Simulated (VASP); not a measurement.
Given:

```yaml
crystal:
  lattice:
    - [4.51698, 0.00000, 0.00000]
    - [0.00000, 6.38797, 0.00000]
    - [0.00000, 0.00000, 24.40793]
  atoms:
    - { symbol: Cs, position: [0.00000, 0.50000, 0.37073] }
    - { symbol: Cs, position: [0.00000, 0.00000, 0.50000] }
    - { symbol: Cs, position: [0.00000, 0.50000, 0.62927] }
    - { symbol: I, position: [0.50000, 0.00000, 0.36875] }
    - { symbol: I, position: [0.50000, 0.50000, 0.50000] }
    - { symbol: I, position: [0.50000, 0.00000, 0.63125] }
```

Level of theory: PBEsol GGA, VASP's PBE PAW potentials (set 64) (plane waves; VASP). Numerical set-up: PREC = Normal, 400 eV cut-off, 5×3×1 Γ-centred mesh, Gaussian smearing of 0.050 eV, potentials Cs_sv I.

Unless said otherwise, spin-orbit coupling is left out, though it shifts the bands of the heavy elements here.

Question: Predict the energy per atom (σ→0), band gap (on the k-mesh) with the smallest direct gap where there is one.

Answer: 
```yaml
band gap (on the k-mesh): 3.35 eV
smallest direct gap (on the k-mesh): 3.35 eV
energy per atom (σ→0): -2.809 eV/atom
```

Total energies compare only between runs with the same potentials, cut-off and functional.

The cell is a thin slab with vacuum, built from CsI (CsCl type): (110) face.
